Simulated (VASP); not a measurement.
Consider the following.

```
CELL_PARAMETERS angstrom
      0.00000     2.72382     2.72382
      2.72382     0.00000     2.72382
      2.72382     2.72382     0.00000
ATOMIC_POSITIONS crystal
  Mg 0.00000 0.00000 0.00000
  Se 0.50000 0.50000 0.50000
```

These are PBEsol GGA, VASP's PBE PAW potentials (set 64) (plane waves; VASP 6.6.1) values and carry that method's errors. Numerical set-up: 480 eV cut-off, 8×8×8 Γ-centred mesh, Gaussian smearing of 0.050 eV, potentials Mg Se.

Task: What does the run give for the energy per atom (σ→0), band gap (on the k-mesh) with the smallest direct gap where there is one?

Result: 
* **band gap (on the k-mesh)**: 1.76 eV
* **smallest direct gap (on the k-mesh)**: 2.51 eV
* **energy per atom (σ→0)**: -4.053 eV/atom

The compound is MgSe in the rock salt structure. It was relaxed first.
